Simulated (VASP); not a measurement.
A VASP calculation is set up with these files.

KPOINTS:
```
Automatic mesh
0
Gamma
11 11 11
0 0 0
```

**INCAR**
```
SYSTEM = Li
PREC = Accurate
ENCUT = 520
EDIFF = 1E-6
NELM = 100
ALGO = Normal
LREAL = .FALSE.
LASPH = .TRUE.
ISMEAR = 1
SIGMA = 0.1
GGA = PE
LWAVE = .FALSE.
LCHARG = .FALSE.
ISIF = 2
ICHARG = 11
```

### POSCAR
```
Li
1
   -1.7799000000     1.7799000000     1.7799000000
    1.7799000000    -1.7799000000     1.7799000000
    1.7799000000     1.7799000000    -1.7799000000
Li
1
Direct
  0.0000000000   0.0000000000   0.0000000000
```

POTCAR, in this order: Li_sv (PBE.64 set). Program: vasp_std.

Output

**standard output**
```
 POSCAR found type information on POSCAR Li
 POSCAR found :  1 types and       1 ions
 Reading from existing POTCAR
 Reading from existing POTCAR
 LDA part: xc-table for (Slater+PW92), standard interpolation
 WARNING: stress and forces are not correct
 POSCAR, INCAR and KPOINTS ok, starting setup
 WAVECAR not read
 WARNING: CHGCAR is incomplete

 -----------------------------------------------------------------------------
|                                                                             |
|     EEEEEEE  RRRRRR   RRRRRR   OOOOOOO  RRRRRR      ###     ###     ###     |
|     E        R     R  R     R  O     O  R     R     ###     ###     ###     |
|     E        R     R  R     R  O     O  R     R     ###     ###     ###     |
|     EEEEE    RRRRRR   RRRRRR   O     O  RRRRRR       #       #       #      |
|     E        R   R    R   R    O     O  R   R                               |
|     E        R    R   R    R   O     O  R    R      ###     ###     ###     |
|     EEEEEEE  R     R  R     R  OOOOOOO  R     R     ###     ###     ###     |
|                                                                             |
|     ICHARG>10                                                               |
|                                                                             |
|       ---->  I REFUSE TO CONTINUE WITH THIS SICK JOB ... BYE!!! <----       |
|                                                                             |
 -----------------------------------------------------------------------------
```

Q: Read input and log: which fault does this run have?
A) LEPSILON was set with a meta-GGA
B) the lattice vectors carry noise near SYMPREC
C) ICHARG = 11 asks for a fixed density, but there is no CHGCAR
D) the mesh has unequal divisions along equivalent axes and breaks the lattice's symmetry

A: C, ICHARG = 11 asks for a fixed density, but there is no CHGCAR. VASP stops with an error: ERROR: charge density could not be read from file CHGCAR for ICHARG>10 ----> I REFUSE TO CONTINUE WITH THIS SICK JOB ... BYE!!! <----

To mend it, run self-consistently first and keep its CHGCAR, or remove ICHARG. The plain static run on this cell (PBE GGA, plane waves, VASP's PBE PAW potentials (set 64)) converges, and its OSZICAR ends with
```
   1 F= -.18985842E+01 E0= -.18983525E+01  d E =-.694981E-03
```

The compound is Li in the bcc structure. The cell was not relaxed at this level.
